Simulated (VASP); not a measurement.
Nb2PC, 8 atoms in the cell. The structure is hexagonal, space group P6_3/mmc (No. 194). The conventional cell has a = 3.320 Å, b = 3.320 Å, c = 11.585 Å, α = 90.00°, β = 90.00°, γ = 120.00°. Nb (site symmetry 3m) has 3 C at 2.24 Å as nearest neighbours. Around P (site symmetry -6m2) lie 6 Nb at 2.59 Å. C (site symmetry -3m) has 6 Nb at 2.24 Å as nearest neighbours. The cell comes from a database or a generator and needn't be the stable form of this composition.

| Property | Result |
| --- | --- |
| Program | VASP 6.6.1 |
| Task | relaxation of cell and atoms |
| Functional | SCAN |
| Potentials or basis | VASP PAW PBE potentials, release 64 (Nb_sv, P, C) |
| Cutoff | 600 eV |
| k mesh | 9 × 9 × 3 |
| Occupations | gaussian, width 0.05 eV |
| Spin | no spin polarisation |
| Further INCAR settings | ALGO = Normal; EDIFF = 1e-06; IBRION = 2; EDIFFG = -0.01; NSW = 40; ISIF = 3 |

Potentials or basis: VASP PAW PBE potentials, release 64 (Nb_sv, P, C).

Run with:

```bash
$ cat potpaw_PBE.64/Nb_sv/POTCAR potpaw_PBE.64/P/POTCAR potpaw_PBE.64/C/POTCAR > POTCAR
$ mpirun -np 1 vasp_std > vasp.out
```

Hardware: 1 thread of AMD EPYC 9R45 96-Core Processor (Zen 5), with other jobs on the host.

Problem. How long does it take, and how much memory?

Solution. Run time: 41 min on 1 thread of AMD EPYC 9R45 96-Core Processor (Zen 5) (shared host), peak memory 0.34 GiB. Counts: scf iterations 103, k points 24, ion steps 8.
